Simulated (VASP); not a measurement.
```
CELL_PARAMETERS angstrom
      0.00000     2.55920     2.55920
      2.55920     0.00000     2.55920
      2.55920     2.55920     0.00000
ATOMIC_POSITIONS crystal
  Zr 0.00000 0.00000 0.00000
  O  0.25000 0.25000 0.25000
  O  0.75000 0.75000 0.75000
```

Calculation: PBE GGA, VASP's PBE PAW potentials (set 64) (plane waves; VASP). Run with 520 eV cut-off, Gaussian smearing of 0.050 eV, potentials Zr_sv O.

Q: Give the energies of bands 7 to 15 at the high-symmetry points, in eV from the valence-band maximum.

A: 
| band | Γ | X | U | L | W |
|---|---|---|---|---|---|
| 7 | -5.13 | -5.82 | -5.23 | -4.14 | -4.67 |
| 8 | -5.13 | -3.12 | -3.57 | -4.14 | -4.59 |
| 9 | -5.13 | -3.12 | -3.04 | -2.50 | -2.35 |
| 10 | -0.53 | -1.49 | -2.17 | -2.46 | -2.35 |
| 11 | -0.53 | -1.49 | -1.20 | -1.63 | -1.36 |
| 12 | -0.53 | 0.00 | -0.33 | -1.63 | -0.20 |
| 13 | 3.31 | 3.74 | 3.96 | 3.93 | 4.37 |
| 14 | 3.31 | 4.65 | 4.66 | 3.93 | 4.50 |
| 15 | 6.46 | 5.68 | 6.01 | 5.93 | 6.14 |

The gap is indirect, 3.31 eV, from the valence maximum at X to the conduction minimum at Γ.

The compound is ZrO2 in the fluorite structure, the high-temperature cubic form, which is unstable at 0 K; the monoclinic form is the stable one. It was relaxed first.
